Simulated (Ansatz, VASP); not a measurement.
# Cross-check of InAs between VASP and Ansatz, part 2 of 3

One calculation is typed for both programs; each brings its own data sets. How far apart do they land? The structure shown is the end of the Ansatz relaxation below.

VASP 6.6.1 and Ansatz 0.2.0.

So far: The structure; Ansatz: relaxation, r2SCAN.

**3. VASP: single point, r2SCAN**

Level of this step: r2SCAN; plane waves and PAW (As, In_d) (VASP).

The same cell, functional, mesh and smearing now go to VASP, with its own data sets.

Lines of VASP's logs that name or quote its potential files are left out, and so is its time.

Input file INCAR:

```
SYSTEM = InAs
PREC = Accurate
ENCUT = 550
EDIFF = 1E-06
NELM = 120
ISMEAR = 0
SIGMA = 0.01
LREAL = .FALSE.
ALGO = Normal
METAGGA = R2SCAN
LASPH = .TRUE.
NBANDS = 15
LORBIT = 11
LWAVE = .FALSE.
LCHARG = .FALSE.
ISIF = 2
ISYM = 2
GGA_COMPAT = .FALSE.
EFERMI = MIDGAP
LMIXTAU = .TRUE.
KPAR = 2
```

Input file POSCAR:

```
InAs
1.0
    0.0000000000      3.0437003082      3.0847495693
    3.0437003082      0.0000000000      3.0847495693
    3.0437003082      3.0437003082      0.0000000000
As In
1 1
Direct
    0.7499922932      0.7499922932      0.7499947673
    0.9999922932      0.9999922932      0.9999947673
```

Input file KPOINTS:

```
Points of the shifted mesh
1728
Reciprocal
 0.0416666667  0.0416666667  0.0416666667 1
 0.0416666667  0.0416666667  0.1250000000 1
 0.0416666667  0.0416666667  0.2083333333 1
 0.0416666667  0.0416666667  0.2916666667 1
 0.0416666667  0.0416666667  0.3750000000 1
 0.0416666667  0.0416666667  0.4583333333 1
 0.0416666667  0.0416666667  0.5416666667 1
 0.0416666667  0.0416666667  0.6250000000 1
 0.0416666667  0.0416666667  0.7083333333 1
 0.0416666667  0.0416666667  0.7916666667 1
 0.0416666667  0.0416666667  0.8750000000 1
 0.0416666667  0.0416666667  0.9583333333 1
 0.0416666667  0.1250000000  0.0416666667 1
 0.0416666667  0.1250000000  0.1250000000 1
 0.0416666667  0.1250000000  0.2083333333 1
 0.0416666667  0.1250000000  0.2916666667 1
 0.0416666667  0.1250000000  0.3750000000 1
 0.0416666667  0.1250000000  0.4583333333 1
 0.0416666667  0.1250000000  0.5416666667 1
 0.0416666667  0.1250000000  0.6250000000 1
 0.0416666667  0.1250000000  0.7083333333 1
 0.0416666667  0.1250000000  0.7916666667 1
 0.0416666667  0.1250000000  0.8750000000 1
 0.0416666667  0.1250000000  0.9583333333 1
 0.0416666667  0.2083333333  0.0416666667 1
 0.0416666667  0.2083333333  0.1250000000 1
 0.0416666667  0.2083333333  0.2083333333 1
 0.0416666667  0.2083333333  0.2916666667 1
 0.0416666667  0.2083333333  0.3750000000 1
 0.0416666667  0.2083333333  0.4583333333 1
 0.0416666667  0.2083333333  0.5416666667 1
 0.0416666667  0.2083333333  0.6250000000 1
 0.0416666667  0.2083333333  0.7083333333 1
 0.0416666667  0.2083333333  0.7916666667 1
 0.0416666667  0.2083333333  0.8750000000 1
 0.0416666667  0.2083333333  0.9583333333 1
 0.0416666667  0.2916666667  0.0416666667 1
 0.0416666667  0.2916666667  0.1250000000 1
 0.0416666667  0.2916666667  0.2083333333 1
 0.0416666667  0.2916666667  0.2916666667 1
 0.0416666667  0.2916666667  0.3750000000 1
 0.0416666667  0.2916666667  0.4583333333 1
 0.0416666667  0.2916666667  0.5416666667 1
 0.0416666667  0.2916666667  0.6250000000 1
 0.0416666667  0.2916666667  0.7083333333 1
 0.0416666667  0.2916666667  0.7916666667 1
 0.0416666667  0.2916666667  0.8750000000 1
 0.0416666667  0.2916666667  0.9583333333 1
 0.0416666667  0.3750000000  0.0416666667 1
 0.0416666667  0.3750000000  0.1250000000 1
 0.0416666667  0.3750000000  0.2083333333 1
 0.0416666667  0.3750000000  0.2916666667 1
 0.0416666667  0.3750000000  0.3750000000 1
 0.0416666667  0.3750000000  0.4583333333 1
 0.0416666667  0.3750000000  0.5416666667 1
 0.0416666667  0.3750000000  0.6250000000 1
 0.0416666667  0.3750000000  0.7083333333 1
 0.0416666667  0.3750000000  0.7916666667 1
 0.0416666667  0.3750000000  0.8750000000 1
 0.0416666667  0.3750000000  0.9583333333 1
 0.0416666667  0.4583333333  0.0416666667 1
 0.0416666667  0.4583333333  0.1250000000 1
 0.0416666667  0.4583333333  0.2083333333 1
 0.0416666667  0.4583333333  0.2916666667 1
 0.0416666667  0.4583333333  0.3750000000 1
 0.0416666667  0.4583333333  0.4583333333 1
 0.0416666667  0.4583333333  0.5416666667 1
 0.0416666667  0.4583333333  0.6250000000 1
 0.0416666667  0.4583333333  0.7083333333 1
 0.0416666667  0.4583333333  0.7916666667 1
 0.0416666667  0.4583333333  0.8750000000 1
 0.0416666667  0.4583333333  0.9583333333 1
 0.0416666667  0.5416666667  0.0416666667 1
 0.0416666667  0.5416666667  0.1250000000 1
 0.0416666667  0.5416666667  0.2083333333 1
 0.0416666667  0.5416666667  0.2916666667 1
 0.0416666667  0.5416666667  0.3750000000 1
 0.0416666667  0.5416666667  0.4583333333 1
 0.0416666667  0.5416666667  0.5416666667 1
 0.0416666667  0.5416666667  0.6250000000 1
 0.0416666667  0.5416666667  0.7083333333 1
 0.0416666667  0.5416666667  0.7916666667 1
 0.0416666667  0.5416666667  0.8750000000 1
 0.0416666667  0.5416666667  0.9583333333 1
 0.0416666667  0.6250000000  0.0416666667 1
 0.0416666667  0.6250000000  0.1250000000 1
 0.0416666667  0.6250000000  0.2083333333 1
 0.0416666667  0.6250000000  0.2916666667 1
 0.0416666667  0.6250000000  0.3750000000 1
 0.0416666667  0.6250000000  0.4583333333 1
 0.0416666667  0.6250000000  0.5416666667 1
 0.0416666667  0.6250000000  0.6250000000 1
 0.0416666667  0.6250000000  0.7083333333 1
 0.0416666667  0.6250000000  0.7916666667 1
 0.0416666667  0.6250000000  0.8750000000 1
 0.0416666667  0.6250000000  0.9583333333 1
 0.0416666667  0.7083333333  0.0416666667 1
 0.0416666667  0.7083333333  0.1250000000 1
 0.0416666667  0.7083333333  0.2083333333 1
 0.0416666667  0.7083333333  0.2916666667 1
 0.0416666667  0.7083333333  0.3750000000 1
 0.0416666667  0.7083333333  0.4583333333 1
 0.0416666667  0.7083333333  0.5416666667 1
 0.0416666667  0.7083333333  0.6250000000 1
 0.0416666667  0.7083333333  0.7083333333 1
 0.0416666667  0.7083333333  0.7916666667 1
 0.0416666667  0.7083333333  0.8750000000 1
 0.0416666667  0.7083333333  0.9583333333 1
 0.0416666667  0.7916666667  0.0416666667 1
 0.0416666667  0.7916666667  0.1250000000 1
 0.0416666667  0.7916666667  0.2083333333 1
 0.0416666667  0.7916666667  0.2916666667 1
[... 1390 lines left out ...]
 0.8750000000  0.4583333333  0.1250000000 1
 0.8750000000  0.4583333333  0.2083333333 1
 0.8750000000  0.4583333333  0.2916666667 1
 0.8750000000  0.4583333333  0.3750000000 1
 0.8750000000  0.4583333333  0.4583333333 1
 0.8750000000  0.4583333333  0.5416666667 1
 0.8750000000  0.4583333333  0.6250000000 1
 0.8750000000  0.4583333333  0.7083333333 1
 0.8750000000  0.4583333333  0.7916666667 1
 0.8750000000  0.4583333333  0.8750000000 1
 0.8750000000  0.4583333333  0.9583333333 1
 0.8750000000  0.5416666667  0.0416666667 1
 0.8750000000  0.5416666667  0.1250000000 1
 0.8750000000  0.5416666667  0.2083333333 1
 0.8750000000  0.5416666667  0.2916666667 1
 0.8750000000  0.5416666667  0.3750000000 1
 0.8750000000  0.5416666667  0.4583333333 1
 0.8750000000  0.5416666667  0.5416666667 1
 0.8750000000  0.5416666667  0.6250000000 1
 0.8750000000  0.5416666667  0.7083333333 1
 0.8750000000  0.5416666667  0.7916666667 1
 0.8750000000  0.5416666667  0.8750000000 1
 0.8750000000  0.5416666667  0.9583333333 1
 0.8750000000  0.6250000000  0.0416666667 1
 0.8750000000  0.6250000000  0.1250000000 1
 0.8750000000  0.6250000000  0.2083333333 1
 0.8750000000  0.6250000000  0.2916666667 1
 0.8750000000  0.6250000000  0.3750000000 1
 0.8750000000  0.6250000000  0.4583333333 1
 0.8750000000  0.6250000000  0.5416666667 1
 0.8750000000  0.6250000000  0.6250000000 1
 0.8750000000  0.6250000000  0.7083333333 1
 0.8750000000  0.6250000000  0.7916666667 1
 0.8750000000  0.6250000000  0.8750000000 1
 0.8750000000  0.6250000000  0.9583333333 1
 0.8750000000  0.7083333333  0.0416666667 1
 0.8750000000  0.7083333333  0.1250000000 1
 0.8750000000  0.7083333333  0.2083333333 1
 0.8750000000  0.7083333333  0.2916666667 1
 0.8750000000  0.7083333333  0.3750000000 1
 0.8750000000  0.7083333333  0.4583333333 1
 0.8750000000  0.7083333333  0.5416666667 1
 0.8750000000  0.7083333333  0.6250000000 1
 0.8750000000  0.7083333333  0.7083333333 1
 0.8750000000  0.7083333333  0.7916666667 1
 0.8750000000  0.7083333333  0.8750000000 1
 0.8750000000  0.7083333333  0.9583333333 1
 0.8750000000  0.7916666667  0.0416666667 1
 0.8750000000  0.7916666667  0.1250000000 1
 0.8750000000  0.7916666667  0.2083333333 1
 0.8750000000  0.7916666667  0.2916666667 1
 0.8750000000  0.7916666667  0.3750000000 1
 0.8750000000  0.7916666667  0.4583333333 1
 0.8750000000  0.7916666667  0.5416666667 1
 0.8750000000  0.7916666667  0.6250000000 1
 0.8750000000  0.7916666667  0.7083333333 1
 0.8750000000  0.7916666667  0.7916666667 1
 0.8750000000  0.7916666667  0.8750000000 1
 0.8750000000  0.7916666667  0.9583333333 1
 0.8750000000  0.8750000000  0.0416666667 1
 0.8750000000  0.8750000000  0.1250000000 1
 0.8750000000  0.8750000000  0.2083333333 1
 0.8750000000  0.8750000000  0.2916666667 1
 0.8750000000  0.8750000000  0.3750000000 1
 0.8750000000  0.8750000000  0.4583333333 1
 0.8750000000  0.8750000000  0.5416666667 1
 0.8750000000  0.8750000000  0.6250000000 1
 0.8750000000  0.8750000000  0.7083333333 1
 0.8750000000  0.8750000000  0.7916666667 1
 0.8750000000  0.8750000000  0.8750000000 1
 0.8750000000  0.8750000000  0.9583333333 1
 0.8750000000  0.9583333333  0.0416666667 1
 0.8750000000  0.9583333333  0.1250000000 1
 0.8750000000  0.9583333333  0.2083333333 1
 0.8750000000  0.9583333333  0.2916666667 1
 0.8750000000  0.9583333333  0.3750000000 1
 0.8750000000  0.9583333333  0.4583333333 1
 0.8750000000  0.9583333333  0.5416666667 1
 0.8750000000  0.9583333333  0.6250000000 1
 0.8750000000  0.9583333333  0.7083333333 1
 0.8750000000  0.9583333333  0.7916666667 1
 0.8750000000  0.9583333333  0.8750000000 1
 0.8750000000  0.9583333333  0.9583333333 1
 0.9583333333  0.0416666667  0.0416666667 1
 0.9583333333  0.0416666667  0.1250000000 1
 0.9583333333  0.0416666667  0.2083333333 1
 0.9583333333  0.0416666667  0.2916666667 1
 0.9583333333  0.0416666667  0.3750000000 1
 0.9583333333  0.0416666667  0.4583333333 1
 0.9583333333  0.0416666667  0.5416666667 1
 0.9583333333  0.0416666667  0.6250000000 1
 0.9583333333  0.0416666667  0.7083333333 1
 0.9583333333  0.0416666667  0.7916666667 1
 0.9583333333  0.0416666667  0.8750000000 1
 0.9583333333  0.0416666667  0.9583333333 1
 0.9583333333  0.1250000000  0.0416666667 1
 0.9583333333  0.1250000000  0.1250000000 1
 0.9583333333  0.1250000000  0.2083333333 1
 0.9583333333  0.1250000000  0.2916666667 1
 0.9583333333  0.1250000000  0.3750000000 1
 0.9583333333  0.1250000000  0.4583333333 1
 0.9583333333  0.1250000000  0.5416666667 1
 0.9583333333  0.1250000000  0.6250000000 1
 0.9583333333  0.1250000000  0.7083333333 1
 0.9583333333  0.1250000000  0.7916666667 1
 0.9583333333  0.1250000000  0.8750000000 1
 0.9583333333  0.1250000000  0.9583333333 1
 0.9583333333  0.2083333333  0.0416666667 1
 0.9583333333  0.2083333333  0.1250000000 1
 0.9583333333  0.2083333333  0.2083333333 1
 0.9583333333  0.2083333333  0.2916666667 1
 0.9583333333  0.2083333333  0.3750000000 1
 0.9583333333  0.2083333333  0.4583333333 1
 0.9583333333  0.2083333333  0.5416666667 1
 0.9583333333  0.2083333333  0.6250000000 1
 0.9583333333  0.2083333333  0.7083333333 1
 0.9583333333  0.2083333333  0.7916666667 1
 0.9583333333  0.2083333333  0.8750000000 1
 0.9583333333  0.2083333333  0.9583333333 1
 0.9583333333  0.2916666667  0.0416666667 1
 0.9583333333  0.2916666667  0.1250000000 1
 0.9583333333  0.2916666667  0.2083333333 1
 0.9583333333  0.2916666667  0.2916666667 1
 0.9583333333  0.2916666667  0.3750000000 1
 0.9583333333  0.2916666667  0.4583333333 1
 0.9583333333  0.2916666667  0.5416666667 1
 0.9583333333  0.2916666667  0.6250000000 1
 0.9583333333  0.2916666667  0.7083333333 1
 0.9583333333  0.2916666667  0.7916666667 1
 0.9583333333  0.2916666667  0.8750000000 1
 0.9583333333  0.2916666667  0.9583333333 1
 0.9583333333  0.3750000000  0.0416666667 1
 0.9583333333  0.3750000000  0.1250000000 1
 0.9583333333  0.3750000000  0.2083333333 1
 0.9583333333  0.3750000000  0.2916666667 1
 0.9583333333  0.3750000000  0.3750000000 1
 0.9583333333  0.3750000000  0.4583333333 1
 0.9583333333  0.3750000000  0.5416666667 1
 0.9583333333  0.3750000000  0.6250000000 1
 0.9583333333  0.3750000000  0.7083333333 1
 0.9583333333  0.3750000000  0.7916666667 1
 0.9583333333  0.3750000000  0.8750000000 1
 0.9583333333  0.3750000000  0.9583333333 1
 0.9583333333  0.4583333333  0.0416666667 1
 0.9583333333  0.4583333333  0.1250000000 1
 0.9583333333  0.4583333333  0.2083333333 1
 0.9583333333  0.4583333333  0.2916666667 1
 0.9583333333  0.4583333333  0.3750000000 1
 0.9583333333  0.4583333333  0.4583333333 1
 0.9583333333  0.4583333333  0.5416666667 1
 0.9583333333  0.4583333333  0.6250000000 1
 0.9583333333  0.4583333333  0.7083333333 1
 0.9583333333  0.4583333333  0.7916666667 1
 0.9583333333  0.4583333333  0.8750000000 1
 0.9583333333  0.4583333333  0.9583333333 1
 0.9583333333  0.5416666667  0.0416666667 1
 0.9583333333  0.5416666667  0.1250000000 1
 0.9583333333  0.5416666667  0.2083333333 1
 0.9583333333  0.5416666667  0.2916666667 1
 0.9583333333  0.5416666667  0.3750000000 1
 0.9583333333  0.5416666667  0.4583333333 1
 0.9583333333  0.5416666667  0.5416666667 1
 0.9583333333  0.5416666667  0.6250000000 1
 0.9583333333  0.5416666667  0.7083333333 1
 0.9583333333  0.5416666667  0.7916666667 1
 0.9583333333  0.5416666667  0.8750000000 1
 0.9583333333  0.5416666667  0.9583333333 1
 0.9583333333  0.6250000000  0.0416666667 1
 0.9583333333  0.6250000000  0.1250000000 1
 0.9583333333  0.6250000000  0.2083333333 1
 0.9583333333  0.6250000000  0.2916666667 1
 0.9583333333  0.6250000000  0.3750000000 1
 0.9583333333  0.6250000000  0.4583333333 1
 0.9583333333  0.6250000000  0.5416666667 1
 0.9583333333  0.6250000000  0.6250000000 1
 0.9583333333  0.6250000000  0.7083333333 1
 0.9583333333  0.6250000000  0.7916666667 1
 0.9583333333  0.6250000000  0.8750000000 1
 0.9583333333  0.6250000000  0.9583333333 1
 0.9583333333  0.7083333333  0.0416666667 1
 0.9583333333  0.7083333333  0.1250000000 1
 0.9583333333  0.7083333333  0.2083333333 1
 0.9583333333  0.7083333333  0.2916666667 1
 0.9583333333  0.7083333333  0.3750000000 1
 0.9583333333  0.7083333333  0.4583333333 1
 0.9583333333  0.7083333333  0.5416666667 1
 0.9583333333  0.7083333333  0.6250000000 1
 0.9583333333  0.7083333333  0.7083333333 1
 0.9583333333  0.7083333333  0.7916666667 1
 0.9583333333  0.7083333333  0.8750000000 1
 0.9583333333  0.7083333333  0.9583333333 1
 0.9583333333  0.7916666667  0.0416666667 1
 0.9583333333  0.7916666667  0.1250000000 1
 0.9583333333  0.7916666667  0.2083333333 1
 0.9583333333  0.7916666667  0.2916666667 1
 0.9583333333  0.7916666667  0.3750000000 1
 0.9583333333  0.7916666667  0.4583333333 1
 0.9583333333  0.7916666667  0.5416666667 1
 0.9583333333  0.7916666667  0.6250000000 1
 0.9583333333  0.7916666667  0.7083333333 1
 0.9583333333  0.7916666667  0.7916666667 1
 0.9583333333  0.7916666667  0.8750000000 1
 0.9583333333  0.7916666667  0.9583333333 1
 0.9583333333  0.8750000000  0.0416666667 1
 0.9583333333  0.8750000000  0.1250000000 1
 0.9583333333  0.8750000000  0.2083333333 1
 0.9583333333  0.8750000000  0.2916666667 1
 0.9583333333  0.8750000000  0.3750000000 1
 0.9583333333  0.8750000000  0.4583333333 1
 0.9583333333  0.8750000000  0.5416666667 1
 0.9583333333  0.8750000000  0.6250000000 1
 0.9583333333  0.8750000000  0.7083333333 1
 0.9583333333  0.8750000000  0.7916666667 1
 0.9583333333  0.8750000000  0.8750000000 1
 0.9583333333  0.8750000000  0.9583333333 1
 0.9583333333  0.9583333333  0.0416666667 1
 0.9583333333  0.9583333333  0.1250000000 1
 0.9583333333  0.9583333333  0.2083333333 1
 0.9583333333  0.9583333333  0.2916666667 1
 0.9583333333  0.9583333333  0.3750000000 1
 0.9583333333  0.9583333333  0.4583333333 1
 0.9583333333  0.9583333333  0.5416666667 1
 0.9583333333  0.9583333333  0.6250000000 1
 0.9583333333  0.9583333333  0.7083333333 1
 0.9583333333  0.9583333333  0.7916666667 1
 0.9583333333  0.9583333333  0.8750000000 1
 0.9583333333  0.9583333333  0.9583333333 1
```

PAW data sets: As and In_d (PBE family, release 64).

Launch:

```sh
$ mpirun -np 2 vasp_std
```

Log:

```text
[banner, memory and clock lines left out]
running    2 mpi-ranks, on    1 nodes
 distrk:  each k-point on    1 cores,    2 groups
 distr:  one band on    1 cores,    1 groups

 POSCAR found type information on POSCAR AsIn
 POSCAR found :  2 types and       2 ions
|                                                                             |
|               ----> ADVICE to this user running VASP <----                  |
|                                                                             |
|     You enforced a specific xc type in the INCAR file but a different       |
|     [... a line on the potential file left out ...]
|     I HOPE YOU KNOW WHAT YOU ARE DOING!                                     |
|                                                                             |

 LDA part: xc-table for (None), standard interpolation
 POSCAR, INCAR and KPOINTS ok, starting setup
 FFT: planning ... GRIDC
 FFT: planning ... GRID_SOFT
 FFT: planning ... GRID
 WAVECAR not read
 entering main loop
       N       E                     dE             d eps       ncg     rms          rms(c)
DAV:   1     0.856114721981E+02    0.85611E+02   -0.88234E+03 52074   0.137E+03
DAV:   2    -0.330999155811E+02   -0.11871E+03   -0.11421E+03 56257   0.318E+02
DAV:   3    -0.412352430605E+02   -0.81353E+01   -0.80859E+01 66589   0.835E+01
DAV:   4    -0.414543701098E+02   -0.21913E+00   -0.21905E+00 64990   0.150E+01
DAV:   5    -0.414645145398E+02   -0.10144E-01   -0.10144E-01 79096   0.269E+00    0.588E+00
DAV:   6    -0.380252142499E+02    0.34393E+01   -0.19992E+00 63544   0.318E+01    0.305E+00
DAV:   7    -0.380199588900E+02    0.52554E-02   -0.62664E-01 55284   0.109E+01    0.149E+00
DAV:   8    -0.380096685156E+02    0.10290E-01   -0.37467E-01 52057   0.705E+00    0.108E+00
DAV:   9    -0.380087242329E+02    0.94428E-03   -0.20928E-02 69298   0.156E+00    0.845E-01
DAV:  10    -0.380550945847E+02   -0.46370E-01   -0.71496E-02 54895   0.295E+00    0.337E-01
DAV:  11    -0.380615417815E+02   -0.64472E-02   -0.14418E-02 56789   0.127E+00    0.308E-01
DAV:  12    -0.380605596079E+02    0.98217E-03   -0.36854E-03 53191   0.665E-01    0.239E-01
DAV:  13    -0.380604323245E+02    0.12728E-03   -0.24355E-03 54339   0.619E-01    0.891E-02
DAV:  14    -0.380617957146E+02   -0.13634E-02   -0.85837E-04 56117   0.270E-01    0.373E-02
DAV:  15    -0.380619403558E+02   -0.14464E-03   -0.10182E-04 67674   0.105E-01    0.311E-02
DAV:  16    -0.380619118516E+02    0.28504E-04   -0.15166E-05 63519   0.371E-02    0.255E-02
DAV:  17    -0.380619272305E+02   -0.15379E-04   -0.24853E-05 59567   0.585E-02    0.120E-02
DAV:  18    -0.380619326973E+02   -0.54668E-05   -0.15365E-05 73081   0.300E-02    0.537E-03
DAV:  19    -0.380619315930E+02    0.11044E-05   -0.10905E-06 46778   0.106E-02    0.541E-03
DAV:  20    -0.380619330287E+02   -0.14357E-05   -0.41203E-07 40277   0.901E-03    0.228E-03
DAV:  21    -0.380619331355E+02   -0.10681E-06   -0.27338E-07 28909   0.557E-03
   1 F= -.38061933E+02 E0= -.38061933E+02  d E =0.000000E+00
```

(Part 2 of 3 ends here.)

[Lines on the potential files, build, host, timing and source positions are cut from VASP's logs without a mark.]

[Logs are printed without paths, hosts, clocks, repeated set-up lines and the standing remarks that a program may print on its own settings, such as how far it seeks lower states.]

[Hosts, paths, dates, database ids (printed as entryN), source tags and the programs' standing remarks are cut or masked in the printed files.]
